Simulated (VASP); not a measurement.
**MnO2 (Pyrolusite): input slips in a relaxation and what they do**

Some relaxations of MnO2 (Pyrolusite) get a fault in the input on purpose. Which of them show, and how? The starting structure is a measured crystal structure from the Crystallography Open Database. The first relaxation on each setting starts from this cell expanded by 3 % in volume.

Program: VASP 6.6.1. Level of theory: Kohn-Sham DFT with plane waves and PAW; PBEsol. Results are calculated unless marked as measured.

### 1. Starting point

The structure is tetragonal, space group P4_2/mnm (No. 136). Conventional cell: a = 4.398 Å, b = 4.398 Å, c = 2.873 Å, α = 90.00°, β = 90.00°, γ = 90.00°. Mn has 6 O at 1.88 to 1.90 Å nearest. O has 3 Mn at 1.88 to 1.90 Å nearest. Farther neighbours and most contacts between anions are not listed.

Structure file:

```
Mn O
1.0
     4.39830    0.00000    0.00000
     0.00000    4.39830    0.00000
     0.00000    0.00000    2.87300
Mn O
2 4
Direct
  0.50000 0.50000 0.50000
  0.00000 0.00000 0.00000
  0.80515 0.19485 0.50000
  0.69485 0.69485 0.00000
  0.19485 0.80515 0.50000
  0.30515 0.30515 0.00000
```

### 2. Reference relaxation

This run starts from the cell of an earlier relaxation, which isn't shown; the restart sets up the plane waves anew.

Input file INCAR:

```
SYSTEM = MnO2
PREC = Accurate
ENCUT = 520
EDIFF = 1E-06
NELM = 100
ISMEAR = 0
SIGMA = 0.05
LREAL = .FALSE.
ALGO = Normal
GGA = PS
NBANDS = 34
ISPIN = 2
MAGMOM = 4 -4 0 0 0 0
LASPH = .TRUE.
LMAXMIX = 4
LORBIT = 11
LWAVE = .FALSE.
LCHARG = .FALSE.
KPAR = 8
IBRION = 2
NSW = 50
ISIF = 3
EDIFFG = -0.006
```

Input file POSCAR:

```
MnO2
1.0
    4.3756494774      0.0000000000      0.0000000000
    0.0000000000      4.3756494774      0.0000000000
    0.0000000000      0.0000000000      2.8321791155
Mn O
2 4
Direct
    0.5000000000      0.5000000000      0.5000000000
    0.0000000000      0.0000000000      0.0000000000
    0.8033672074      0.1966327926      0.5000000000
    0.6966327926      0.6966327926      0.0000000000
    0.1966327926      0.8033672074      0.5000000000
    0.3033672074      0.3033672074      0.0000000000
```

Input file KPOINTS:

```
Automatic mesh
0
Gamma
6 6 10
0 0 0
```

Potentials, in the order of the species: Mn_pv and O (PBE family, release 64).

Run with:

```bash
$ mpirun -np 8 vasp_std
```

Log:

```text
[banner, memory and clock lines left out]
running    8 mpi-ranks, on    1 nodes
 distrk:  each k-point on    1 cores,    8 groups
 distr:  one band on    1 cores,    1 groups

 POSCAR found type information on POSCAR MnO
 POSCAR found :  2 types and       6 ions
|                                                                             |
|           W    W    AA    RRRRR   N    N  II  N    N   GGGG   !!!           |
|           W    W   A  A   R    R  NN   N  II  NN   N  G    G  !!!           |
|           W    W  A    A  R    R  N N  N  II  N N  N  G       !!!           |
|           W WW W  AAAAAA  RRRRR   N  N N  II  N  N N  G  GGG   !            |
|           WW  WW  A    A  R   R   N   NN  II  N   NN  G    G                |
|           W    W  A    A  R    R  N    N  II  N    N   GGGG   !!!           |
|                                                                             |
|     For optimal performance we recommend to set                             |
|       NCORE = 2 up to number-of-cores-per-socket                            |
|     NCORE specifies how many cores store one orbital (NPAR=cpu/NCORE).      |
|     This setting can greatly improve the performance of VASP for DFT.       |
|     The default, NCORE=1 might be grossly inefficient on modern             |
|     multi-core architectures or massively parallel machines. Do your        |
|     Unfortunately you need to use the default for GW and RPA                |
|     calculations (for HF NCORE is supported but not extensively tested      |
|     yet).                                                                   |
|                                                                             |

|                                                                             |
|               ----> ADVICE to this user running VASP <----                  |
|                                                                             |
|     You enforced a specific xc type in the INCAR file but a different       |
|     [... a line on the potential file left out ...]
|     I HOPE YOU KNOW WHAT YOU ARE DOING!                                     |
|                                                                             |

 LDA part: xc-table for (Slater+PW92), standard interpolation
 POSCAR, INCAR and KPOINTS ok, starting setup
 FFT: planning ... GRIDC
 FFT: planning ... GRID_SOFT
 FFT: planning ... GRID
 WAVECAR not read
 entering main loop
       N       E                     dE             d eps       ncg     rms          rms(c)
DAV:   1     0.633044194681E+03    0.63304E+03   -0.27977E+04  8376   0.179E+03
DAV:   2    -0.409966753772E+01   -0.63714E+03   -0.58346E+03  8842   0.517E+02
DAV:   3    -0.644231441101E+02   -0.60323E+02   -0.59054E+02  8544   0.171E+02
DAV:   4    -0.657360061536E+02   -0.13129E+01   -0.13077E+01  8844   0.258E+01
DAV:   5    -0.657517271242E+02   -0.15721E-01   -0.15712E-01  8804   0.303E+00    0.474E+01
DAV:   6    -0.603051608243E+02    0.54466E+01   -0.74479E+01  9384   0.105E+02    0.496E+01
DAV:   7    -0.530335175975E+02    0.72716E+01   -0.64499E+01  8448   0.110E+02    0.214E+01
DAV:   8    -0.512273221981E+02    0.18062E+01   -0.69419E+00  8502   0.242E+01    0.940E+00
DAV:   9    -0.505984881444E+02    0.62883E+00   -0.10597E+00 10366   0.141E+01    0.298E+00
DAV:  10    -0.506159901120E+02   -0.17502E-01   -0.26171E-01  8502   0.359E+00    0.185E+00
DAV:  11    -0.506112384423E+02    0.47517E-02   -0.21839E-02  8562   0.194E+00    0.954E-01
DAV:  12    -0.506087077619E+02    0.25307E-02   -0.79873E-03  9190   0.104E+00    0.388E-01
DAV:  13    -0.506081339363E+02    0.57383E-03   -0.95726E-04  9822   0.470E-01    0.142E-01
DAV:  14    -0.506079926515E+02    0.14128E-03   -0.43759E-04  8578   0.217E-01    0.494E-02
DAV:  15    -0.506079889669E+02    0.36846E-05   -0.89002E-05  8582   0.142E-01    0.359E-02
DAV:  16    -0.506079865670E+02    0.23999E-05   -0.40305E-05  8500   0.776E-02    0.114E-02
DAV:  17    -0.506079866992E+02   -0.13224E-06   -0.86515E-07  5044   0.117E-02
   1 F= -.50607987E+02 E0= -.50607384E+02  d E =-.506080E+02  mag=     0.0000
 curvature:   0.00 expect dE= 0.000E+00 dE for cont linesearch  0.000E+00
 trial: gam= 0.00000 g(F)=  0.268E-05 g(S)=  0.135E-04 ort = 0.000E+00 (trialstep = 0.100E+01)
 search vector abs. value=  0.161E-04
 reached required accuracy - stopping structural energy minimisation
```

Run time: 23 s. Hardware: 8 MPI ranks of Intel Xeon 6975P-C (Granite Rapids), shared host; peak memory 2.5 GiB; 2.9 min of CPU time.

The logs omit lines about the potential files and the build; timing stands in the text.

Parts of OUTCAR (step 2):

```text
ion  position               nearest neighbor table
   1  0.500  0.500  0.500-   4 1.87   6 1.87   4 1.87   6 1.87   5 1.88   3 1.88
   2  0.000  0.000  0.000-   3 1.87   5 1.87   3 1.87   5 1.87   4 1.88   6 1.88
   3  0.803  0.197  0.500-   2 1.87   2 1.87   1 1.88
   4  0.697  0.697  0.000-   1 1.87   1 1.87   2 1.88
   5  0.197  0.803  0.500-   2 1.87   2 1.87   1 1.88
   6  0.303  0.303  0.000-   1 1.87   1 1.87   2 1.88

  LATTYP: Found a simple tetragonal cell.
 ALAT       =     4.3756494774
 C/A-ratio  =     0.6472591395

 Subroutine GETGRP returns: Found 16 space group operations
 (whereof  8 operations were pure point group operations)

The static configuration has the point symmetry D_2h.
 The point group associated with its full space group is D_4h.

 Found     60 irreducible k-points:

   k-points           NKPTS =     60   k-points in BZ     NKDIM =     60   number of bands    NBANDS=     34

   dimension x,y,z NGX =    36 NGY =   36 NGZ =   24
   dimension x,y,z NGXF=    72 NGYF=   72 NGZF=   48

   ENCUT  =  520.0 eV  38.22 Ry    6.18 a.u.   8.14  8.14  5.27*2*pi/ulx,y,z

   NELECT =      50.0000    total number of electrons

 k-points in reciprocal lattice and weights: Automatic mesh
   0.00000000  0.00000000  0.00000000       0.003
   0.16666667  0.00000000  0.00000000       0.011
   0.33333333  0.00000000  0.00000000       0.011
   0.50000000  0.00000000  0.00000000       0.006
   0.16666667  0.16666667  0.00000000       0.011
   0.33333333  0.16666667  0.00000000       0.022
   0.50000000  0.16666667  0.00000000       0.011
   0.33333333  0.33333333  0.00000000       0.011
   0.50000000  0.33333333  0.00000000       0.011
[...]
0.50000000  0.33333333  0.50000000       0.011
   0.50000000  0.50000000  0.50000000       0.003

 average (electrostatic) potential at core
       1 -70.1289       2 -70.1289       3 -69.8073       4 -69.8073       5 -69.8073
       6 -69.8073

 E-fermi :   5.5860

 spin component 1
 k-point     1 :       0.0000    0.0000    0.0000
  band No.  band energies     occupation
    ...
     22       4.0212      1.00000
     23       4.3571      1.00000
     24       4.4080      1.00000
     25       5.0997      1.00000
     26       5.2512      1.00000
     27       5.8282      0.00000
     28       6.7456      0.00000
     29       7.5263      0.00000
     30       8.8113      0.00000
     31       9.5116      0.00000
    ...

 k-point     2 :       0.1667    0.0000    0.0000
  band No.  band energies     occupation
    ...
     21       3.5844      1.00000
     22       4.0359      1.00000
     23       4.0612      1.00000
     24       4.5271      1.00000
     25       5.0442      1.00000
     26       5.7197      0.00008
     27       6.0397      0.00000
     28       6.9530      0.00000
     29       7.4766      0.00000
     30       8.6919      0.00000
    ...

 k-point     3 :       0.3333    0.0000    0.0000
  band No.  band energies     occupation
    ...
     21       3.5760      1.00000
     22       3.9349      1.00000
     23       4.2873      1.00000
     24       4.3715      1.00000
     25       5.0779      1.00000
     26       6.1405      0.00000
     27       6.4521      0.00000
     28       7.3422      0.00000
     29       7.6009      0.00000
     30       8.4104      0.00000
    ...

 k-point     4 :       0.5000    0.0000    0.0000
  band No.  band energies     occupation
    ...
     21       3.6792      1.00000
     22       4.0192      1.00000
     23       4.0884      1.00000
     24       4.4066      1.00000
     25       5.1388      1.00000
     26       6.2561      0.00000
     27       6.6754      0.00000
     28       7.2937      0.00000
     29       8.0736      0.00000
     30       8.2342      0.00000
    ...

 k-point     5 :       0.1667    0.1667    0.0000
  band No.  band energies     occupation
    ...
     22       3.4903      1.00000
     23       3.8563      1.00000
     24       4.6927      1.00000
     25       5.0479      1.00000
     26       5.4152      1.00000
     27       6.4664      0.00000
     28       7.2088      0.00000
     29       7.4694      0.00000
     30       8.4097      0.00000
     31       9.5051      0.00000
    ...

 k-point     6 :       0.3333    0.1667    0.0000
  band No.  band energies     occupation
    ...
     21       3.2907      1.00000
     22       3.8117      1.00000
     23       3.8517      1.00000
     24       4.2868      1.00000
     25       5.2724      1.00000
     26       5.7377      0.00001
     27       6.6882      0.00000
     28       7.4168      0.00000
     29       7.6543      0.00000
     30       8.2307      0.00000
    ...

  Total       -0.0286706     -0.0286706     -0.0054330      0.0000000      0.0000000      0.0000000
  in kB       -0.8471136     -0.8471136     -0.1605264      0.0000000      0.0000000      0.0000000
  external PRESSURE =      -0.6182512 kB  Pullay stress =       0.0000000 kB

  energy-cutoff  :      520.00
  volume of cell :       54.23
      direct lattice vectors                 reciprocal lattice vectors
     4.375649477  0.000000000  0.000000000     0.228537502  0.000000000  0.000000000
     0.000000000  4.375649477  0.000000000     0.000000000  0.228537502  0.000000000
     0.000000000  0.000000000  2.832179115     0.000000000  0.000000000  0.353085013

 POSITION                                       TOTAL-FORCE (eV/Angst)
 -----------------------------------------------------------------------------------
      2.18782      2.18782      1.41609         0.000000      0.000000      0.000000
      0.00000      0.00000      0.00000         0.000000      0.000000      0.000000
      3.51525      0.86040      1.41609        -0.002635      0.002635      0.000000
      3.04822      3.04822      0.00000         0.002635      0.002635      0.000000
      0.86040      3.51525      1.41609         0.002635     -0.002635      0.000000
      1.32743      1.32743      0.00000        -0.002635     -0.002635      0.000000
 -----------------------------------------------------------------------------------
    total drift:                                0.000000      0.000000      0.000000

  FREE ENERGIE OF THE ION-ELECTRON SYSTEM (eV)
  ---------------------------------------------------
  free  energy   TOTEN  =       -50.6079866992 eV

  energy  without entropy=      -50.6067812856  energy(sigma->0) =      -50.60738399

 reached required accuracy - stopping structural energy minimisation

 total charge
# of ion       s       p       d       tot
------------------------------------------
    1        0.369   6.498   4.963  11.829
    2        0.369   6.498   4.963  11.829
    3        1.565   3.450   0.000   5.014
    4        1.565   3.450   0.000   5.014
    5        1.565   3.450   0.000   5.014
    6        1.565   3.450   0.000   5.014
--------------------------------------------------
tot          6.996  26.794   9.925  43.715

 magnetization (x)
# of ion       s       p       d       tot
------------------------------------------
    1        0.012   0.020   2.394   2.426
    2       -0.012  -0.020  -2.394  -2.426
    3       -0.001  -0.046   0.000  -0.047
    4        0.001   0.046   0.000   0.047
    5       -0.001  -0.046   0.000  -0.047
    6        0.001   0.046   0.000   0.047
--------------------------------------------------
tot          0.000   0.000   0.000   0.000

[... 3 further parts left out ...]
```

The PAW data sets were made with PBE, which is usual practice but a small mismatch for other functionals. Oxides and halides of Mn are often magnetic insulators, and a metal at this level, without U or exact exchange, may be an artefact. The run keeps the 16 symmetry operations of its start, so it cannot find a distortion of lower symmetry.

The reference relaxation ends at 9.038 Å³ an atom.

### 3. Relaxation with too few electronic steps

A slip made on purpose: too few electronic steps. Against step 2 the input has NELM = 4 (also changed: NSW).

INCAR: that of step 2 with these lines changed.

```diff
@@ -4,3 +4,3 @@
 EDIFF = 1E-06
-NELM = 100
+NELM = 4
 ISMEAR = 0
@@ -20,3 +20,3 @@
 IBRION = 2
-NSW = 50
+NSW = 30
 ISIF = 3
```

Input file POSCAR:

```
MnO2
1.0
    4.4418503570      0.0000000000      0.0000000000
    0.0000000000      4.4418503570      0.0000000000
    0.0000000000      0.0000000000      2.9014473946
Mn O
2 4
Direct
    0.5000000000      0.5000000000      0.5000000000
    0.0000000000      0.0000000000      0.0000000000
    0.8051500000      0.1948500000      0.5000000000
    0.6948500000      0.6948500000      0.0000000000
    0.1948500000      0.8051500000      0.5000000000
    0.3051500000      0.3051500000      0.0000000000
```

KPOINTS is that of step 2.

Run with:

```bash
$ mpirun -np 8 vasp_std
```

Log:

```text
[banner, memory and clock lines left out]
running    8 mpi-ranks, on    1 nodes
[...]
[... a notice as in an earlier step ...]

 [... a notice as in an earlier step ...]

 LDA part: xc-table for (Slater+PW92), standard interpolation
 POSCAR, INCAR and KPOINTS ok, starting setup
[...]
entering main loop
       N       E                     dE             d eps       ncg     rms          rms(c)
DAV:   1     0.625780810791E+03    0.62578E+03   -0.27904E+04  8336   0.177E+03
DAV:   2    -0.542642024781E+01   -0.63121E+03   -0.57873E+03  8884   0.511E+02
DAV:   3    -0.647976867304E+02   -0.59371E+02   -0.58183E+02  8634   0.168E+02
DAV:   4    -0.660905209549E+02   -0.12928E+01   -0.12876E+01  8954   0.255E+01
|                                                                             |
|           W    W    AA    RRRRR   N    N  II  N    N   GGGG   !!!           |
|           W    W   A  A   R    R  NN   N  II  NN   N  G    G  !!!           |
|           W    W  A    A  R    R  N N  N  II  N N  N  G       !!!           |
[...]
|     E        R   R    R   R    O     O  R   R                               |
|     E        R    R   R    R   O     O  R    R      ###     ###     ###     |
|     EEEEEEE  R     R  R     R  OOOOOOO  R     R     ###     ###     ###     |
|                                                                             |
|     Orbital orthonormalization failed in the inversion of matrix            |
|     LAPACK: Routine ZPOTRF failed! kpoint: 1 spin: 1                        |
|                                                                             |
|     Possible solutions for this issue are:                                  |
|     - Please check whether the atoms are too close to each other.           |
|     - Decreasing POTIM might help during relaxations or MDs.                |
|     - Deleting CHGCAR or WAVECAR if incompatible with the structure.        |
|     - Try calculating without symmetrizing (ISYM = 0 or ISYM = -1).         |
|     - As last resort: using a different PAW for some of the atoms.          |
|                                                                             |
|       ---->  I REFUSE TO CONTINUE WITH THIS SICK JOB ... BYE!!! <----       |
|                                                                             |

1
1
1
1
1
1
1
1
```

The job ended after 11 s (8 MPI ranks).

VASP stopped with this message: “Orbital orthonormalization failed in the inversion of matrix LAPACK: Routine ZPOTRF failed! kpoint: 1 spin: 1”.

[end of part 1 of 2]

[Lines on the potential files, build, host, timing and source positions are cut from VASP's logs without a mark.]

[Logs are printed without paths, hosts, clocks, repeated set-up lines and the standing remarks that a program may print on its own settings, such as how far it seeks lower states.]

[Hosts, paths, dates, database ids (printed as entryN), source tags and the programs' standing remarks are cut or masked in the printed files.]
